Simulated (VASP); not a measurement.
A VASP calculation is set up with these files.

### INCAR
```
SYSTEM = PbS
PREC = Accurate; ENCUT = 500; LREAL = .FALSE.
LASPH = .TRUE.
EDIFF = 1E-6; NELM = 100; ALGO = Normal
LMAXMIX = 4
ISMEAR = 1; SIGMA = 0.1
GGA = PS
IBRION = 2; NSW = 40; ISIF = 3
EDIFFG = -0.02; PSTRESS = 450
LWAVE = .FALSE.; LCHARG = .FALSE.
```

### KPOINTS
```
Automatic mesh
0
Gamma
11 11 11
0 0 0
```

**POSCAR**
```
PbS
1
   -0.0000000000     2.7900280030     2.7900280030
    2.7900280030    -0.0000000000     2.7900280030
    2.7900280030     2.7900280030    -0.0000000000
Pb S
1 1
Direct
  0.0000000000   0.0000000000   0.0000000000
  0.2500000000   0.2500000000   0.2500000000
```

POTCAR, in this order: Pb_d S (PBE.64 set). Program: vasp_std.

Write an equivalent input for Quantum ESPRESSO's pw.x.

One equivalent input (not run):
```
&CONTROL
  calculation = 'vc-relax'
  pseudo_dir = './pseudo'
  outdir = './out'
  tprnfor = .true.
  tstress = .true.
  nstep = 40
  forc_conv_thr = 0.00078
/
&SYSTEM
  ibrav = 0
  nat = 2
  ntyp = 2
  ecutwfc = 62.5
  occupations = 'smearing'
  smearing = 'methfessel-paxton'
  degauss = 0.00735
  input_dft = 'pbesol'
/
&ELECTRONS
  conv_thr = 7.3e-08
  electron_maxstep = 100
/
&IONS
/
&CELL
  press = 450
/
ATOMIC_SPECIES
  Pb 207.200 Pb.upf
  S 32.060 S.upf
CELL_PARAMETERS angstrom
    -0.0000000    2.7900280    2.7900280
     2.7900280   -0.0000000    2.7900280
     2.7900280    2.7900280   -0.0000000
ATOMIC_POSITIONS crystal
  Pb   0.0000000  0.0000000  0.0000000
  S    0.2500000  0.2500000  0.2500000
K_POINTS automatic
  11 11 11 0 0 0
```
What does not carry over: the potentials are each code's own (VASP's PAW set, PseudoDojo norm-conserving files in pw.x), so ENCUT and ecutwfc are chosen apart and not converted; conv_thr bounds pw.x's estimated SCF error, while EDIFF bounds the energy change between steps; forc_conv_thr acts on force components and is met together with etot_conv_thr.

The structure was generated: PbS was put into the zinc blende type (F-43m), which need not be its known phase. It was relaxed first under an external pressure of 45 GPa.
